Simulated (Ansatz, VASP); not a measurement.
# Cross-check of ZrNi3 (ZrNi3 (P6_3/mmc)) between VASP and Ansatz, part 2 of 2

Aim: how closely do two programs agree when they are given the same cell, functional and k mesh? The cell is taken from a series of runs on this material, whose earlier steps may have relaxed, scaled, displaced or heated it; both programs get it as it stands.

VASP 6.6.1 and Ansatz 0.2.0.

So far: The structure; VASP: relaxation of cell and atoms, r2SCAN.

## (3) Ansatz: relaxation of cell and atoms, r2SCAN

Level of this step: Ansatz beside VASP: Kohn-Sham DFT, plane waves, r2SCAN (Ansatz).

Ansatz runs on its PAW soft_1 files.

The same cell, functional, mesh and smearing now go to Ansatz.

input.yaml

```yaml
crystal:
  lattice:
    - [5.264631, 0.0, 0.0]
    - [-2.6323155, 4.5593042, 0.0]
    - [0.0, 0.0, 4.2689731]
  atoms:
    - { symbol: Zr, position: [0.66666667, 0.33333333, 0.75] }
    - { symbol: Zr, position: [0.33333333, 0.66666667, 0.25] }
    - { symbol: Ni, position: [0.15586923, 0.31173846, 0.75] }
    - { symbol: Ni, position: [0.84413077, 0.15586923, 0.25] }
    - { symbol: Ni, position: [0.84413077, 0.68826154, 0.25] }
    - { symbol: Ni, position: [0.15586923, 0.84413077, 0.75] }
    - { symbol: Ni, position: [0.68826154, 0.84413077, 0.75] }
    - { symbol: Ni, position: [0.31173846, 0.15586923, 0.25] }
basis:
  ecutwfc: 500
  xc_grid: 2
hamiltonian:
  xc: r2scan
  pseudopotentials: { kind: paw, azcp: { folder: soft_1 } }
kpoints:
  mp_grid: { grid: [9, 9, 9] }
scf:
  occupations: { method: fermi_dirac, width: 0.05 }
  max_iter: 150
output:
  forces: true
  stress: true
relax:
  f_tol: 0.01
  max_steps: 60
  cell: {}
checkpoint:
  write: "../r2scan.run"
  compress: false
  write_wavefunctions: false
  write_every: 100000
```

The run is started by

```bash
$ ansatz run input.yaml --threads 4 --pin off --max-ram 6594MiB --backend cpu --events-out ev --progress --plain --runs-dir out
```

Numbers of over 12 decimals in the logs are rounded to 6 here.

Output:

```text
Engine: ansatz 0.2.0, aarch64-unknown-linux-gnu
Pseudopotentials: kind: paw
Pseudopotential: Zr, paw, valence charge 12, recommended cutoff 500 eV (meta_gga), soft_1/Zr.paw.azcp
Pseudopotential: Ni, paw, valence charge 18, recommended cutoff 500 eV (meta_gga), soft_1/Ni.paw.azcp
Functional definition: r2SCAN
  parameter k0 = 0.174
  parameter k1 = 0.065
  parameter a1 = 4.9479
  exchange = r2scan_x(k0 = k0, k1 = k1, a1 = a1)
  correlation = r2scan_c
Crystal: 8 atoms, lattice volume = 102.468 Å³
Basis set: ecut = 500 eV, 2667 PW (Γ), exchange–correlation on 80×80×64 points (8 copies of the dense FFT grid, shifted against one another)
Bands: 80, of which v1, the nominal top of the filled ones, is band 66 counted from 1 (65 counted from 0)
Symmetry: 24 space group operations
Space group: P63/mmc (ITA 194), of the structure as read, at distance tolerance 4.7e-5 Å
k-points: 60 of 729
Non-local potential: Zr, projectors of the file, l = 0: 3, l = 1: 2, l = 2: 2, l = 3: 1
Non-local potential: Ni, projectors of the file, l = 0: 3, l = 1: 2, l = 2: 3, l = 3: 1
PAW form: soft (Blöchl's): semilocal exchange-correlation on the pseudo side does not see the compensation charge
PAW frozen core: Zr, regenerated for the run's functional (the file was generated under x = pbe(κ = 0.804, μ = 0.219515), c = pbe(β = 0.066725))
PAW frozen core: Ni, regenerated for the run's functional (the file was generated under x = pbe(κ = 0.804, μ = 0.219515), c = pbe(β = 0.066725))
PAW one-centre angular grid: Zr, 590 points (default); XC on 160 Gauss nodes
PAW one-centre angular grid: Ni, 590 points (default); XC on 160 Gauss nodes
Initial density: superposition of atomic densities (chi_scale 0.1, normalization cell, long waves kept (reshape's long-wave potential 0.00 eV rms))
Initial wavefunctions: pseudopotential atomic-orbital guess
Functional: x = r2scan, c = r2scan; τ floored in thin density (d = 2e-4 eV/Å³)
iter 1 solved again at ethr=4.70e-4 eV; its pass at ethr=3.10e-3 eV (dr2=6.20e-1 eV) is discarded
SCF iter   1: F=—  HF=-43464.976450 eV  |F-HF|=—  |Δ(HF+E_count)|=         —  Δρ=2.74e-2  dr2=6.22e-1  dr2_τ=3.05e-1  ethr=4.70e-4  ⟨swp⟩=2.0  Hψ=22687  notcnv=0
preconditioner: auto → Kerker (q_TF=auto, 2.846 Å⁻¹)  [metal: Δε(μ)=0.003 eV  Ē_g=9.561 eV  σ=0.050 eV  W_gap=0.02  n_scr=44 (ndim 8)  ℏωp=32.8 eV  f_vac=0.000  D(μ)=2.25/eV (n_scr^D=8)]
SCF iter   2: F=—  HF=-43465.405387 eV  |F-HF|=—  |Δ(HF+E_count)|=   4.29e-1  Δρ=2.43e-2  dr2=5.38e-1  dr2_τ=7.66e-3  ethr=4.70e-4  ⟨swp⟩=2.9  Hψ=8710  notcnv=0
SCF iter   3: F=—  HF=-43465.473914 eV  |F-HF|=—  |Δ(HF+E_count)|=   6.85e-2  Δρ=2.57e-2  dr2=4.44e-1  dr2_τ=1.69e-2  ethr=4.07e-4  ⟨swp⟩=3.0  Hψ=8539  notcnv=0  defer=210
SCF iter   4: F=—  HF=-43465.424220 eV  |F-HF|=—  |Δ(HF+E_count)|=   4.97e-2  Δρ=1.09e-2  dr2=9.33e-2  dr2_τ=9.46e-4  ethr=3.37e-4  ⟨swp⟩=2.5  Hψ=7138  notcnv=0  defer=239
SCF iter   5: F=—  HF=-43465.416114 eV  |F-HF|=—  |Δ(HF+E_count)|=   8.11e-3  Δρ=2.88e-3  dr2=8.12e-3  dr2_τ=2.44e-4  ethr=7.07e-5  ⟨swp⟩=2.0  Hψ=6225  notcnv=0  defer=233
SCF iter   6: F=—  HF=-43465.418052 eV  |F-HF|=—  |Δ(HF+E_count)|=   1.94e-3  Δρ=2.50e-3  dr2=4.62e-3  dr2_τ=4.24e-5  ethr=6.15e-6  ⟨swp⟩=2.2  Hψ=6546  notcnv=0  defer=233
SCF iter   7: F=—  HF=-43465.417761 eV  |F-HF|=—  |Δ(HF+E_count)|=   2.91e-4  Δρ=8.83e-4  dr2=6.42e-4  dr2_τ=7.81e-6  ethr=3.50e-6  ⟨swp⟩=2.1  Hψ=6612  notcnv=0  defer=233
SCF iter   8: F=—  HF=-43465.417740 eV  |F-HF|=—  |Δ(HF+E_count)|=   2.03e-5  Δρ=2.98e-4  dr2=5.43e-5  dr2_τ=9.60e-7  ethr=4.87e-7  ⟨swp⟩=2.0  Hψ=6330  notcnv=0  defer=233
SCF iter   9: F=—  HF=-43465.417725 eV  |F-HF|=—  |Δ(HF+E_count)|=   1.58e-5  Δρ=3.48e-5  dr2=1.06e-6  dr2_τ=7.15e-8  ethr=4.11e-8  ⟨swp⟩=2.1  Hψ=6544  notcnv=0  defer=233
SCF iter  10: F=-43465.417725 eV  HF=-43465.417725 eV  |F-HF|=1.31e-8  |Δ(HF+E_count)|=   6.30e-7  Δρ=6.61e-6  dr2=4.87e-8  dr2_τ=2.78e-9  ethr=7.58e-11  ⟨swp⟩=3.8  Hψ=21319  notcnv=0
SCF 1 converged in 10 iterations: F = -43465.417725 eV  dr2 = 4.87e-8
  greatest PAW one-centre occupation: 1.005 electrons in one spin orbital (limit 2), on the Zr atom at site 1 (counted from 0), in its partial waves of l = 0
relax step   1: F+E_penalty+E_count = -43465.41772527 eV  Δ(F+E_penalty+E_count) = +0.000e0 eV  max|allowed force component| = 6.678e-2 eV/Å  Δτ_max = 0.0000 Å  P = +0.189 GPa  Ω = 102.468 Å³  (10 SCF iters, dr2 threshold 1.00e-7 eV, accepted)
[...]
relax step   2: F+E_penalty+E_count = -43465.41840203 eV  Δ(F+E_penalty+E_count) = -6.768e-4 eV  max|allowed force component| = 3.358e-2 eV/Å  Δτ_max = 0.0028 Å  P = -0.166 GPa  Ω = 102.684 Å³  energy of the carried Pulay correction = -1.856e-4 eV  (8 SCF iters, dr2 threshold 2.79e-7 eV, accepted)
[...]
relax step   3: F+E_penalty+E_count = -43465.41875633 eV  Δ(F+E_penalty+E_count) = -3.543e-4 eV  max|allowed force component| = 3.152e-3 eV/Å  Δτ_max = 0.0028 Å  P = +0.040 GPa  Ω = 102.601 Å³  energy of the carried Pulay correction = -1.144e-4 eV  (7 SCF iters, dr2 threshold 7.80e-8 eV, accepted)
[...]
relax step   4: F+E_penalty+E_count = -43465.41888519 eV  Δ(F+E_penalty+E_count) = -1.289e-4 eV  max|allowed force component| = 3.248e-3 eV/Å  Δτ_max = 0.0000 Å  P = +0.041 GPa  Ω = 102.601 Å³  stress off target by 4.44e-2 GPa  SCF on the basis re-selected at this cell (its energy is not comparable with the rows above)  (7 SCF iters)
basis re-selected at this cell: Δ(F+E_penalty+E_count) = -1.289e-4 eV, ΔP = +0.001 GPa vs the last step (what re-selecting the basis moved, of the pressure what is left beyond the Pulay correction that the steps carried, after the strain that the cell walked since its last selection, with what the two solves' SCF thresholds leave and, on support functions, any second-order correction that the steps lacked; it is no m [...]
SCF converged after 7 iterations
Free energy (F): -43465.418885 eV
Harris-Foulkes:  -43465.418885 eV  (|F-HF|=2.18e-11)
Internal energy: -43465.400091 eV  (E = F + TS)
E sigma→0 (E₀):  -43465.409488 eV
Entropy (-TS):   -0.018794 eV (-2.349 meV/atom)
Fermi energy:    17.855334 eV
--- Per-component energies (eV) ---
  E_band       = -2003.267675
  E_kinetic    = 2684.821699
  E_local      = -19739.990687  (includes V_loc(G=0)·N_el)
  E_nonlocal   = -533.861731
  E_hartree    = 10430.014940
  E_xc         = -954.662670
  E_vxc        = -1374.525596  (∫ρ·V_xc dr)
  E_paw        = -15988.642390  (= ΣΔE_a)
  E_vpaw       = -3989.751229  (= ΣTr[D̂ρ^β])
  E_aug_tail   = 0.002895  (compensation charges beyond the density's cutoff)
  E_vtau       = 90.008418  (kinetic-family band-sum trace: ∫τ·v_τ [+ j·A + Jᵃ·Aᵃ] dr)
  E_ewald      = -19360.952258
  E_core_change = -2.129888  (= ΣΔE_core)
  E_smearing   = -0.018794  (= −TS)
  E_closure    = -0.000000  (closes the sum)
  Σ components = -43465.418885   (vs F -43465.418885, Δ=0.00e0)
--- Forces (eV/Å), atoms counted from 1 ---
  atom   1  Zr     0.00000000    -0.00000000     0.00000000
  atom   2  Zr     0.00000000     0.00000000     0.00000000
  atom   3  Ni     0.00000000     0.00324850     0.00000000
  atom   4  Ni    -0.00281328     0.00162425     0.00000000
  atom   5  Ni     0.00000000    -0.00324850     0.00000000
  atom   6  Ni     0.00281328    -0.00162425     0.00000000
  atom   7  Ni    -0.00281328    -0.00162425     0.00000000
  atom   8  Ni     0.00281328     0.00162425     0.00000000
  max |Σ_I F_I| component: 3.86e-17 eV/Å
--- Stress (GPa, compression-positive) ---
        0.038957      -0.000000       0.000000
        0.000000       0.038957       0.000000
        0.000000       0.000000       0.044400
  P = ⅓ Tr σ = 0.0408 GPa (0.408 kbar)
--- Relaxed structure (3 steps of the walk, 3 accepted, 1 SCFs on fresh bases) ---
  F+E_penalty+E_count = -43465.41888519 eV   max|allowed force component| = 3.248e-3 eV/Å   (the final SCF, on the basis selected at the relaxed cell)
  cell:  # Å, volume = 102.6013 Å³
    - [5.268432, 0.0, 0.0]
    - [-2.634216, 4.562596, 0.0]
    - [0.0, 0.0, 4.268346]
  atoms:
    - { symbol: Zr, position: [0.666667, 0.333333, 0.750000] }
    - { symbol: Zr, position: [0.333333, 0.666667, 0.25] }
    - { symbol: Ni, position: [0.155249, 0.310499, 0.750000] }
    - { symbol: Ni, position: [0.844751, 0.155249, 0.25] }
    - { symbol: Ni, position: [0.844751, 0.689501, 0.25] }
    - { symbol: Ni, position: [0.155249, 0.844751, 0.750000] }
    - { symbol: Ni, position: [0.689501, 0.844751, 0.750000] }
    - { symbol: Ni, position: [0.310499, 0.155249, 0.25] }
```

Reading the cycles: dr2 is the Hartree energy of the density residual (eV), the measure of convergence; HF is the Harris–Foulkes estimate of the energy, which meets the free energy F at convergence.

## (4) Comparison

Known differences besides the potentials themselves: VASP keeps PBE cores, Ansatz makes them for the functional; the data sets hold 132 valence electrons in Ansatz (on its PAW soft_1 files) and 84 in VASP; the cutoff is 500 eV in Ansatz and 660 eV in VASP; Ansatz adds a Pulay correction to the stress that steers its cell, VASP none. Total energies have different zeros and are not compared.

The two programs side by side:

| quantity | Ansatz | VASP | difference |
| --- | --- | --- | --- |
| volume (Å³) | 102.60 | 102.62 | -0.02 % |
| edge a after relaxation, in the typed setting (Å) | 5.268 | 5.267 | +0.03 % |
| edge c after relaxation, in the typed setting (Å) | 4.268 | 4.272 | -0.08 % |

## (5) Outcome

| Property | Result |
| --- | --- |
| difference in edge c after relaxation, in the typed setting (relaxation of cell and atoms, r2SCAN) | -0.077 % |

In words: The difference in edge c after relaxation, in the typed setting is -0.077 % (relaxation of cell and atoms, r2SCAN), within the 1.2 % picked in this series as the mark of a large difference, as far as the stopping tolerances let one tell. The data sets hold unlike numbers of valence electrons (132 in Ansatz and 84 in VASP), so part of the differences comes from the potentials. Such differences can come from data sets, numerical settings and the points named under the comparisons, not from the functional's error against experiment.

[Lines on the potential files, build, host, timing and source positions are cut from VASP's logs without a mark.]

[Logs are printed without paths, hosts, clocks, repeated set-up lines and the standing remarks that a program may print on its own settings, such as how far it seeks lower states.]

[Hosts, paths, dates, database ids (printed as entryN), source tags and the programs' standing remarks are cut or masked in the printed files.]
